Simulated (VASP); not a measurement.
Output of a VASP run:

OSZICAR:
```
...
DAV:   3    -0.900597901932E+02    0.13452E-01   -0.59352E-02  1110   0.121E+00    0.384E-01
DAV:   4    -0.900587943938E+02    0.99580E-03   -0.13708E-02  1106   0.598E-01    0.197E-01
DAV:   5    -0.900601512407E+02   -0.13568E-02   -0.15954E-03  1181   0.282E-01    0.155E-01
DAV:   6    -0.900619168847E+02   -0.17656E-02   -0.11146E-03  1136   0.216E-01    0.545E-02
DAV:   7    -0.900620669411E+02   -0.15006E-03   -0.36569E-04  1105   0.142E-01    0.144E-02
DAV:   8    -0.900622574488E+02   -0.19051E-03   -0.23646E-04  1091   0.110E-01    0.166E-02
DAV:   9    -0.900623074489E+02   -0.50000E-04   -0.38911E-05  1218   0.434E-02    0.242E-03
DAV:  10    -0.900623073771E+02    0.71842E-07   -0.22311E-06   802   0.990E-03
  11 F= -.90062307E+02 E0= -.90062307E+02  d E =-.533257E-02
       N       E                     dE             d eps       ncg     rms          rms(c)
DAV:   1    -0.900644767287E+02   -0.21693E-02   -0.64118E-02  1044   0.186E+00    0.409E-01
DAV:   2    -0.900625553392E+02    0.19214E-02   -0.13554E-02  1118   0.751E-01    0.212E-01
DAV:   3    -0.900623076754E+02    0.24766E-03   -0.13363E-03  1110   0.183E-01    0.584E-02
DAV:   4    -0.900622740349E+02    0.33641E-04   -0.30488E-04  1060   0.925E-02    0.332E-02
DAV:   5    -0.900623180771E+02   -0.44042E-04   -0.36118E-05  1157   0.448E-02    0.252E-02
DAV:   6    -0.900623727806E+02   -0.54703E-04   -0.30463E-05  1115   0.365E-02    0.810E-03
DAV:   7    -0.900623744776E+02   -0.16970E-05   -0.78918E-06  1081   0.210E-02    0.231E-03
DAV:   8    -0.900623819744E+02   -0.74968E-05   -0.48417E-06   901   0.164E-02    0.233E-03
DAV:   9    -0.900623806434E+02    0.13310E-05   -0.74450E-07   496   0.621E-03    0.643E-04
DAV:  10    -0.900623810027E+02   -0.35931E-06   -0.98190E-08   496   0.195E-03
  12 F= -.90062381E+02 E0= -.90062381E+02  d E =-.540620E-02
       N       E                     dE             d eps       ncg     rms          rms(c)
DAV:   1    -0.900626792057E+02   -0.29856E-03   -0.49257E-03  1006   0.519E-01    0.990E-02
DAV:   2    -0.900625691212E+02    0.11008E-03   -0.35594E-04  1020   0.130E-01    0.267E-02
DAV:   3    -0.900625593254E+02    0.97959E-05   -0.39998E-05  1153   0.382E-02    0.170E-02
DAV:   4    -0.900625570656E+02    0.22598E-05   -0.99146E-06  1120   0.201E-02    0.106E-02
DAV:   5    -0.900625592183E+02   -0.21527E-05   -0.35568E-06   828   0.153E-02    0.503E-03
DAV:   6    -0.900625594952E+02   -0.27686E-06   -0.33854E-06   900   0.126E-02
  13 F= -.90062559E+02 E0= -.90062559E+02  d E =-.178493E-03
       N       E                     dE             d eps       ncg     rms          rms(c)
DAV:   1    -0.900638911018E+02   -0.13319E-02   -0.44218E-02  1006   0.155E+00    0.296E-01
DAV:   2    -0.900628799438E+02    0.10112E-02   -0.31855E-03  1006   0.388E-01    0.799E-02
DAV:   3    -0.900628021202E+02    0.77824E-04   -0.36569E-04  1160   0.116E-01    0.511E-02
DAV:   4    -0.900627829423E+02    0.19178E-04   -0.89694E-05  1121   0.609E-02    0.312E-02
DAV:   5    -0.900628212224E+02   -0.38280E-04   -0.40043E-05  1055   0.503E-02    0.155E-02
DAV:   6    -0.900628205248E+02    0.69759E-06   -0.40193E-05  1250   0.444E-02    0.107E-02
DAV:   7    -0.900628285814E+02   -0.80566E-05   -0.29881E-05  1222   0.381E-02    0.316E-03
DAV:   8    -0.900628331461E+02   -0.45647E-05   -0.29486E-06   891   0.118E-02    0.229E-03
DAV:   9    -0.900628330435E+02    0.10259E-06   -0.17282E-07   545   0.283E-03
  14 F= -.90062833E+02 E0= -.90062833E+02  d E =-.452041E-03
```

File OUTCAR:
```
------------------------ aborting loop because EDIFF is reached ----------------------------------------
  FORCE on cell =-STRESS in cart. coord.  units (eV):
  Direction    XX          YY          ZZ          XY          YZ          ZX
  --------------------------------------------------------------------------------------
  Total        0.0060604      0.0060604     -0.0322534      0.0000000     -0.0000000      0.0000000
  in kB        0.0867290      0.0867290     -0.4615708      0.0000000     -0.0000000      0.0000000
  external PRESSURE =      -0.0960376 kB  Pullay stress =       0.0000000 kB
  volume of cell :      111.96
      direct lattice vectors                 reciprocal lattice vectors
     1.591134045 -2.755924727 -0.000000000     0.314241281 -0.181427306  0.000000000
     1.591134045  2.755924727  0.000000000     0.314241281  0.181427306  0.000000000
    -0.000000000  0.000000000 12.765666907     0.000000000 -0.000000000  0.078335116
 POSITION                                       TOTAL-FORCE (eV/Angst)
 -----------------------------------------------------------------------------------
      1.59113      0.91864      3.19142        -0.000000     -0.000000      0.000000
      1.59113     -0.91864      9.57425         0.000000      0.000000      0.000000
      1.59113      0.91864     11.12745         0.000000     -0.000000     -0.010237
      1.59113     -0.91864      4.74462        -0.000000     -0.000000     -0.010237
      1.59113     -0.91864      1.63821         0.000000      0.000000      0.010237
      1.59113      0.91864      8.02105        -0.000000     -0.000000      0.010237
 -----------------------------------------------------------------------------------
    total drift:                               -0.000000      0.001616     -0.000027
  FREE ENERGIE OF THE ION-ELECTRON SYSTEM (eV)
  ---------------------------------------------------
  free  energy   TOTEN  =       -90.0628330435 eV

  energy  without entropy=      -90.0628330435  energy(sigma->0) =      -90.06283304

 reached required accuracy - stopping structural energy minimisation
```
(Selected blocks of OUTCAR.)

### POSCAR
```
MoS2
1
    1.5694397157    -2.7183490566    -0.0000000000
    1.5694397157     2.7183490566    -0.0000000000
    0.0000000000     0.0000000000    12.1915935101
Mo S
2 4
Direct
  0.3333330000   0.6666670000   0.2500000000
  0.6666670000   0.3333330000   0.7500000000
  0.3333330000   0.6666670000   0.8780027973
  0.6666670000   0.3333330000   0.3780027973
  0.6666670000   0.3333330000   0.1219972027
  0.3333330000   0.6666670000   0.6219972027
```

Question: Reconstruct the remaining input files.

Answer: Several could match; the one computed here: the input of the run itself, r2SCAN meta-GGA, plane waves, VASP's PBE PAW potentials (set 64).

INCAR:
```
SYSTEM=MoS2
LMIXTAU=T
ENCUT=400   # plane-wave cut-off (eV)
NSW=60
LREAL=F   # projection in real space or not
LCHARG=F
LMAXMIX=4   # l cut-off of mixed one-centre charges
LWAVE=F
METAGGA=R2SCAN
ALGO=Normal   # blocked Davidson
ISMEAR=0   # Gaussian
NELM=100   # most electronic steps
EDIFF=1E-6   # SCF stop (eV)
PREC=Accurate
LASPH=T   # aspherical one-centre terms
IBRION=2   # conjugate gradients
SIGMA=0.05
EDIFFG=-0.02   # ionic stop
ISIF=3   # ions, shape and volume
```

**KPOINTS**
```
kpoints
0
Gamma
  7 7 2
```

POTCAR, in this order: Mo_sv S (PBE.64 set). Program: vasp_std.

Energy and stress use the plane-wave basis of the starting cell.

The compound is MoS2 in the 2H layered structure. This run relaxes it. Symmetry was kept, so distortions that lower it aren't found. The start is the result of an earlier pass.
